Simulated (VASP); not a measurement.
An input for Ansatz (written as the equivalent of a VASP run, and not itself run):

Ansatz 0.2 input:
```yaml
crystal:
  lattice:
    - [1.9354051, -3.3522200, 0.0000000]
    - [1.9354051, 3.3522200, 0.0000000]
    - [0.0000000, 0.0000000, 5.9929670]
  atoms:
    - { symbol: La, position: [0.3333330, 0.6666670, 0.2441110] }
    - { symbol: La, position: [0.6666670, 0.3333330, 0.7558890] }
    - { symbol: O, position: [0.0000000, 0.0000000, 0.0000000] }
    - { symbol: O, position: [0.3333330, 0.6666670, 0.6453208] }
    - { symbol: O, position: [0.6666670, 0.3333330, 0.3546792] }
kpoints:
  mp_grid: { grid: [6, 6, 4] }
hamiltonian:
  xc: lda
  pseudopotentials: { kind: paw }
scf:
  occupations: { method: gaussian, width: 0.05 }
  max_iter: 100
relax:
  max_steps: 60
  f_tol: 0.02
  cell: {}
output: { forces: true, stress: true, eigenvalues: true }
```

Task: Write the VASP files for the same calculation (LDA).

Result: One answer among several that fit: 
KPOINTS:
```
Automatic mesh
0
Gamma
6 6 4
0 0 0
```

INCAR:
```
! general
SYSTEM =La2O3
PREC   =Accurate
ENCUT  =520   ! plane-wave cut-off (eV)
LREAL  =.FALSE.   ! projection in real space or not
LASPH  =.TRUE.

! electronic loop
EDIFF  =1E-6   ! SCF stop (eV)
NELM   =100   ! most electronic steps
ALGO   =Normal
LMAXMIX=6

! smearing
ISMEAR =0   ! Gaussian
SIGMA  =0.05

! ions
IBRION =2
NSW    =60   ! most ionic steps
ISIF   =3   ! ions, shape and volume
EDIFFG =-0.02   ! ionic stop

! output
LWAVE  =.FALSE.
LCHARG =.FALSE.
```

**POSCAR**
```
La2O3
1
    1.9354051415    -3.3522199521     0.0000000000
    1.9354051415     3.3522199521    -0.0000000000
   -0.0000000000     0.0000000000     5.9929670425
La O
2 3
Direct
  0.3333330000   0.6666670000   0.2441110144
  0.6666670000   0.3333330000   0.7558889856
  0.0000000000   0.0000000000   0.0000000000
  0.3333330000   0.6666670000   0.6453207785
  0.6666670000   0.3333330000   0.3546792215
```

POTCAR, in this order: La O (LDA.64 set). Program: vasp_std.

The two are equivalent in intent, not identical: each code has its own PAW files, so the cut-off isn't converted (ENCUT is set for VASP's; basis.ecutwfc is left out, and Ansatz then takes the one that its files recommend); Ansatz stops its SCF on the density residual and VASP on the energy change (EDIFF); Ansatz's lda is the Perdew-Wang form, while the LDA potentials of VASP carry Perdew-Zunger's.

The compound is La2O3 in the a-type structure. This run relaxes it. Symmetry was kept, so distortions that lower it aren't found. The start is the result of an earlier pass.
